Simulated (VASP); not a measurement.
# MgC2 (P-3m1) in VASP: further runs

Aim: see how the results for MgC2 move with the level of theory and the settings. Levels: PBE, LDA, PBE+TS. Tasks: relaxation of cell and atoms, relaxation of the atoms, molecular dynamics.

All numbers are computed with VASP 6.6.1; they aren't measurements. Logs are shortened: lines on timing, memory, paths and dates and some standing lists are left out, and cuts for length are marked.

**1. Starting point**

The structure is trigonal, space group P-3m1 (No. 164). The conventional cell has a = 4.140 Å, b = 4.140 Å, c = 2.887 Å, α = 90.00°, β = 90.00°, γ = 120.00°. Mg (site symmetry -3m) has 12 C at 2.77 to 2.82 Å and 2 Mg at 2.89 Å as nearest neighbours. Around C (site symmetry 3m) lie 3 C at 2.39 Å.

The cell was built by a generator and needn't be a form met in nature.

**2. Relaxation of cell and atoms, PBE**

INCAR reads:

```
PREC = Accurate
ENCUT = 600
EDIFF = 1E-7
ISMEAR = 0
SIGMA = 0.05
LREAL = False
LASPH = True
NELM = 100
ALGO = Normal
ISIF = 3
LWAVE = False
LCHARG = False
GGA = PE
IBRION = 2
NSW = 60
EDIFFG = -0.01
```

KPOINTS reads:

```
Automatic mesh
0
Gamma
  8 8 9
```

POSCAR reads:

```
MgC2
1.0
    4.1399883800      0.0000000000      0.0000000000
   -2.0699941900      3.5853351100      0.0000000000
    0.0000000000      0.0000000000      2.8869137300
Mg C
1 2
Direct
    0.0000000000      0.0000000000      0.0000000000
    0.6666666700      0.3333333300      0.5182460000
    0.3333333300      0.6666666700      0.4817540000
```

Potentials or basis: VASP PAW PBE potentials, release 64 (Mg, C).

Command:

```
$ cat potpaw_PBE.64/Mg/POTCAR potpaw_PBE.64/C/POTCAR > POTCAR
$ mpirun -np 1 vasp_std > vasp.out
```

OUTCAR:

```text
PREC = Accurate
   ENCUT = 600
   EDIFF = 1E-7
   ISMEAR = 0
   LREAL = False
   LASPH = True
   NELM = 100
   ISIF = 3
   GGA = PE
   IBRION = 2
   NSW = 60
   EDIFFG = -0.01

 ion  position               nearest neighbor table
   1  0.000  0.000  0.000-   2 2.77   3 2.77   2 2.77   3 2.77   2 2.77   3 2.77   2 2.82   3 2.82
                             2 2.82   3 2.82   2 2.82   3 2.82
   2  0.667  0.333  0.518-   1 2.77   1 2.77   1 2.77   1 2.82   1 2.82   1 2.82
   3  0.333  0.667  0.482-   1 2.77   1 2.77   1 2.77   1 2.82   1 2.82   1 2.82

  LATTYP: Found a hexagonal cell.
 ALAT       =     4.1399883800
 C/A-ratio  =     0.6973241142

  Lattice vectors:

 A1 = (   4.1399883800,   0.0000000000,   0.0000000000)
 A2 = (  -2.0699941900,   3.5853351100,   0.0000000000)
 A3 = (   0.0000000000,   0.0000000000,   2.8869137300)

Analysis of symmetry for initial positions (statically):
=====================================================================
 Subroutine PRICEL returns:
 Original cell was already a primitive cell.

 Routine SETGRP: Setting up the symmetry group for a
 hexagonal supercell.

 Subroutine GETGRP returns: Found 12 space group operations
 (whereof 12 operations were pure point group operations)
 out of a pool of 24 trial point group operations.

The static configuration has the point symmetry D_3d.

Analysis of symmetry for dynamics (positions and initial velocities):
=====================================================================
 Subroutine PRICEL returns:
 Original cell was already a primitive cell.

 Routine SETGRP: Setting up the symmetry group for a
 hexagonal supercell.

 Subroutine GETGRP returns: Found 12 space group operations
 (whereof 12 operations were pure point group operations)
 out of a pool of 24 trial point group operations.

The dynamic configuration has the point symmetry D_3d.

 Subroutine INISYM returns: Found 12 space group operations
 (whereof 12 operations are pure point group operations),
 and found     1 'primitive' translations

----------------------------------------------------------------------------------------

                                     Primitive cell

  volume of cell :      42.8512

  direct lattice vectors                    reciprocal lattice vectors
     4.139988380  0.000000000  0.000000000     0.241546572  0.139456978  0.000000000
    -2.069994190  3.585335110  0.000000000     0.000000000  0.278913956  0.000000000
     0.000000000  0.000000000  2.886913730     0.000000000  0.000000000  0.346390677

  length of vectors
     4.139988380  4.139988381  2.886913730     0.278913956  0.278913956  0.346390677

  position of ions in fractional coordinates (direct lattice)
     0.000000000  0.000000000  0.000000000
     0.666666670  0.333333330  0.518246000
     0.333333330  0.666666670  0.481754000

[... 73 lines left out ...]
   LSORBIT =      F    spin-orbit coupling
   LASPH  =      T    aspherical Exc in radial PAW
   ENCUT  =  600.0 eV  44.10 Ry    6.64 a.u.   8.27  8.27  5.77*2*pi/ulx,y,z
   NELM   =    100;   NELMIN=  2; NELMDL= -5     # of ELM steps
   EDIFF  = 0.1E-06   stopping-criterion for ELM
   LREAL  =      F    real-space projection
   EDIFFG = -.1E-01   stopping-criterion for IOM
   NSW    =     60    number of steps for IOM
   IBRION =      2    ionic relax: 0-MD 1-quasi-New 2-CG
   NFREE  =      1    steps in history (QN), initial steepest desc. (CG)
   ISIF   =      3    stress and relaxation
   ISYM   =      2    0-nonsym 1-usesym 2-fastsym
   POTIM  = 0.5000    time-step for ionic-motion
   TEBEG  =    0.0;   TEEND  =   0.0 temperature during run
   PSTRESS=    0.0 pullay stress
   NELECT =      10.0000    total number of electrons
   NUPDOWN=      -1.0000    fix difference up-down
   EMIN   =  10.00;   EMAX   =-10.00  energy-range for DOS
   EFERMI =   0.00;   METHOD = LEGACY
   ISMEAR =     0;   SIGMA  =   0.05  broadening in eV -4-tet -1-fermi 0-gaus
   EFERMI_NEDOS =   21; number of points for ismear=-14 and -15
   IALGO  =     38    algorithm
   IMIX   =      4    mixing-type and parameters
     AMIX     =   0.40;   BMIX     =  1.00
     AMIX_MAG =   1.60;   BMIX_MAG =  1.00
  volume/ion in A,a.u.               =      14.28        96.39
  Fermi-wavevector in a.u.,A,eV,Ry     =   1.007907  1.904669 13.821848  1.015877
  Thomas-Fermi vector in A             =   2.140741
   LORBIT       =      0    0 simple, 1 ext, 2 COOP (PROOUT), +10 PAW based schemes
   GGA     = PE    functional components
   LHFCALC =     F    Hartree Fock is set to
   AEXX    =    0.0000 exact exchange contribution
   IVDW    =     0    specifies the selected vdW correction
   LEPSILON=     F    determine dielectric tensor
   LRPA    =     F    only Hartree local field effects (RPA)
 conjugate gradient relaxation of ions
 non-spin polarized calculation
 Gauss-broadening in eV      SIGMA  =   0.05
  energy-cutoff  :      600.00
  volume of cell :       42.85
 maximum number of plane-waves:      1447
 NGX is ok and might be reduce to    36
   NGX = 17   NGY = 17   NGZ = 11

--------------------------------------- Ionic step        1  -------------------------------------------

 number of electron      10.0000000 magnetization

 Free energy of the ion-electron system (eV)
  ---------------------------------------------------
  ext. energy  EPLUGINS =         0.00000000
  ---------------------------------------------------
  free energy    TOTEN  =       -12.01588780 eV

  energy without entropy =      -12.01460976  energy(sigma->0) =      -12.01524878

 E-fermi :   2.7458     XC(G=0):  -9.6810

 val. band max:        2.7286236387   @ k =   0.2500   0.2500   0.3333
 cond. band min:       2.7523925272   @ k =   0.0000   0.0000   0.1111
 fundamental gap:      0.0237688885
 Fermi energy:         2.7457566914
[... 681 lines left out ...]
 k-point    24 :       0.2500    0.2500    0.1111
  band No.  band energies     occupation
      1      -7.2302      2.00000
      2      -2.6748      2.00000
      3      -0.8617      2.00000
      4       4.0748      2.00000
      5       9.1004      2.00000
      6      11.3402      0.01089
      7      15.3121      0.00000
      8      17.1499      0.00000
      9      18.2074      0.00000

 [... further k-points ...]

[... ionic steps 4 to 27 ...]

--------------------------------------- Ionic step       28  -------------------------------------------

 number of electron      10.0000004 magnetization

------------------------ aborting loop because EDIFF is reached ----------------------------------------
[... 69 lines left out ...]
--------------------------------------- Ionic step       30  -------------------------------------------

 number of electron      10.0000004 magnetization

 Free energy of the ion-electron system (eV)
  ---------------------------------------------------
  ext. energy  EPLUGINS =         0.00000000
  ---------------------------------------------------
  free energy    TOTEN  =       -18.07142560 eV

  energy without entropy =      -18.07142560  energy(sigma->0) =      -18.07142560

 E-fermi :   9.2029     XC(G=0): -11.7427

 val. band max:        8.9204245239   @ k =   0.0000   0.1250   0.4444
 cond. band min:       9.8301941053   @ k =   0.0000   0.3750   0.1111
 fundamental gap:      0.9097695814
 Fermi energy:         9.2028546318
[... 318 lines left out ...]
  FREE ENERGIE OF THE ION-ELECTRON SYSTEM (eV)
  ---------------------------------------------------
  free  energy   TOTEN  =       -18.0714255954 eV

  energy  without entropy=      -18.0714255954  energy(sigma->0) =      -18.07142560

 reached required accuracy - stopping structural energy minimisation
```

OSZICAR:

```text
N       E                     dE             d eps       ncg     rms          rms(c)
DAV:   1     0.212184028674E+02    0.21218E+02   -0.49820E+03  1300   0.104E+03
DAV:   2    -0.108862044845E+02   -0.32105E+02   -0.31187E+02  2101   0.127E+02
DAV:   3    -0.123832946416E+02   -0.14971E+01   -0.14641E+01  1475   0.291E+01
[... 268 lines left out ...]
       N       E                     dE             d eps       ncg     rms          rms(c)
DAV:   1    -0.180714265352E+02   -0.12641E-04   -0.20119E-04  1337   0.138E-01    0.808E-03
DAV:   2    -0.180714258292E+02    0.70602E-06   -0.32814E-06  1656   0.159E-02    0.481E-03
DAV:   3    -0.180714255836E+02    0.24561E-06   -0.83229E-07  1447   0.695E-03    0.551E-04
DAV:   4    -0.180714255954E+02   -0.11780E-07   -0.45460E-08   690   0.158E-03
  30 F= -.18071426E+02 E0= -.18071426E+02  d E =-.117049E-04
```

It took 3.4 min on 1 thread of Intel Xeon 6975P-C (Granite Rapids), shared host; peak memory 0.24 GiB.

What came out:

```yaml
Free_energy: -18.0714 eV
Relaxed_volume: 8.28 Å³/atom
Relaxed_cell: a = 2.652 Å, b = 2.652 Å, c = 4.080 Å, α = 90.00°, β = 90.00°, γ = 120.00°
Space_group_after_relaxing_to_0.05_Å: P-3m1 (No. 164)
Energy_gained_by_relaxing: 2018.5 meV/atom
Ionic_steps: 30
Pressure_after_relaxing: -0.1 GPa
Band_gap_on_the_k_mesh: 0.91 eV, indirect (least direct gap 2.01 eV)
```

The path:
```tsv
step	energy change (eV)	largest force (eV/Å)	pressure (GPa)	volume (Å³)
1	0.0000	0.1656	-22.86	42.85
2	-1.8418	0.3143	-11.01	31.30
3	-2.3025	0.4043	-2.19	27.33
4	-2.2712	0.3945	50.36	20.31
5	-2.5099	0.4427	11.29	24.39
6	-3.7042	0.1315	21.09	21.85
7	-3.8092	0.4464	59.77	19.82
8	-4.8923	1.3126	40.80	21.81
9	-5.3460	0.5452	25.41	26.55
10	-5.6466	0.7077	27.71	24.72
11	-5.8585	0.5742	-3.99	27.29
12	-5.8705	0.5804	1.30	26.75
13	-5.8905	0.4253	0.14	26.94
14	-5.9011	0.1887	-1.44	27.20
15	-5.9095	0.2325	-1.53	27.07
16	-5.9414	0.0436	-1.84	26.68
17	-5.9595	0.7975	-2.09	25.90
18	-5.9618	0.4264	-2.05	26.18
19	-5.9650	0.4372	-2.06	26.14
20	-5.9743	0.4746	-2.07	26.00
21	-5.9910	0.5828	-1.95	25.73
22	-6.0078	0.9716	-1.00	25.19
23	-6.0267	0.7841	-0.72	25.08
24	-6.0527	0.3017	0.16	24.79
25	-6.0537	0.1953	0.40	24.72
26	-6.0544	0.1536	0.27	24.75
27	-6.0555	0.0335	-0.09	24.83
28	-6.0555	0.0042	-0.17	24.86
29	-6.0555	0.0006	-0.18	24.86
30	-6.0555	0.0009	-0.07	24.85
```

Final structure:
```yaml
crystal:
  lattice:
    - [2.65172, 0.00000, 0.00000]
    - [-1.32586, 2.29645, 0.00000]
    - [0.00000, 0.00000, 4.08048]
  atoms:
    - { symbol: Mg, position: [0.00000, 0.00000, 0.00000] }
    - { symbol: C, position: [0.66667, 0.33333, 0.43907] }
    - { symbol: C, position: [0.33333, 0.66667, 0.56093] }
```

Caveat: the volume moved by over 15 % at a fixed basis, so the end points are rough; an odd mesh through Γ misses points on the zone boundary, where band edges often lie.

(Part 1 of 2 ends here.)
